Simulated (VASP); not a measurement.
```xyz
3
Lattice="1.8881 -3.2702 0.0000 1.8881 3.2702 0.0000 0.0000 0.0000 4.8012" Properties=species:S:1:pos:R:3 pbc="T T T"
Pt     0.0000     0.0000     0.0000
Se     1.8881     1.0901     1.2777
Se     1.8881    -1.0901     3.5235
```

The numbers are results of PBE GGA with D4 dispersion, VASP's PBE PAW potentials (set 64) (plane waves; VASP), not measurements. Numerical set-up: 520 eV cut-off, Gaussian smearing of 0.050 eV, potentials Pt Se.

Give the energies of bands 3 to 14 at the high-symmetry points, in eV from the Fermi level.

```json
[
 {"band": "3", "Γ": "-7.19", "M": "-7.18", "K": "-7.01", "A": "-6.21", "L": "-7.62", "H": "-6.50"},
 {"band": "4", "Γ": "-6.31", "M": "-5.57", "K": "-6.01", "A": "-6.21", "L": "-6.14", "H": "-6.50"},
 {"band": "5", "Γ": "-6.31", "M": "-5.20", "K": "-6.01", "A": "-5.04", "L": "-5.94", "H": "-6.02"},
 {"band": "6", "Γ": "-3.87", "M": "-3.96", "K": "-4.61", "A": "-3.93", "L": "-4.67", "H": "-4.52"},
 {"band": "7", "Γ": "-3.87", "M": "-3.81", "K": "-4.61", "A": "-3.93", "L": "-3.44", "H": "-4.36"},
 {"band": "8", "Γ": "-2.55", "M": "-3.75", "K": "-3.69", "A": "-2.97", "L": "-3.43", "H": "-4.36"},
 {"band": "9", "Γ": "-1.09", "M": "-3.41", "K": "-2.30", "A": "-1.81", "L": "-3.16", "H": "-3.52"},
 {"band": "10", "Γ": "-1.09", "M": "-3.34", "K": "-1.77", "A": "-1.81", "L": "-2.67", "H": "-2.57"},
 {"band": "11", "Γ": "0.73", "M": "-3.00", "K": "-1.77", "A": "-1.79", "L": "-1.16", "H": "-2.57"},
 {"band": "12", "Γ": "0.96", "M": "0.41", "K": "-0.11", "A": "2.25", "L": "0.51", "H": "2.28"},
 {"band": "13", "Γ": "0.96", "M": "2.43", "K": "-0.11", "A": "2.25", "L": "1.37", "H": "2.28"},
 {"band": "14", "Γ": "3.26", "M": "4.95", "K": "3.78", "A": "4.93", "L": "4.86", "H": "6.50"}
]
```

It has no gap at this level: it comes out as a metal or semimetal.

The compound is PtSe2 in the 1T layered structure. It was relaxed first.
